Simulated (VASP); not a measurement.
The system is GdN.

```
Gd N
1.0
     2.56000   -2.56000    0.00000
     2.56000    2.56000    0.00000
     0.00000    0.00000    5.12000
Gd N
2 2
Direct
  0.00000 0.00000 0.00000
  0.50000 0.50000 0.50000
  0.50000 0.50000 0.00000
  0.00000 0.00000 0.50000
```

The cell comes from a database or a generator and needn't be the stable form of this composition.

Base run:

* Program: VASP 6.6.1
* Functional: PBE
* Potentials or basis: VASP PAW PBE potentials, release 64 (Gd, N)
* Cutoff: 520 eV
* k mesh: 8 × 8 × 6
* Occupations: fermi-dirac, width 0.05 eV
* Spin: collinear spin, antiferromagnetic start
* Starting moments: [7.0, -7.0, 0.0, 0.0] μB
* Hubbard terms: Gd f U = 8 eV

Its results: band gap on the k mesh 0.16 eV; pressure -8.4 GPa; net moment 0.00 μB per cell; site moments Gd +6.87, -6.87; N -0.04, +0.04 μB.

Problem. The run is repeated on the same cell with these changes: spin from collinear spin, antiferromagnetic start to collinear spin, ferromagnetic start; moments at the start from [7.0, -7.0, 0.0, 0.0] to [7.0, 7.0, 0.0, 0.0]. What comes out?

Solution. Band gap on the k mesh none (metal or under the smearing width); pressure -8.4 GPa; net moment 14.00 μB per cell; site moments Gd +6.88; N -0.11 μB.

Caveats: spin-orbit coupling is left out, which moves the levels of the heavy elements.

A k mesh can miss the band edges.
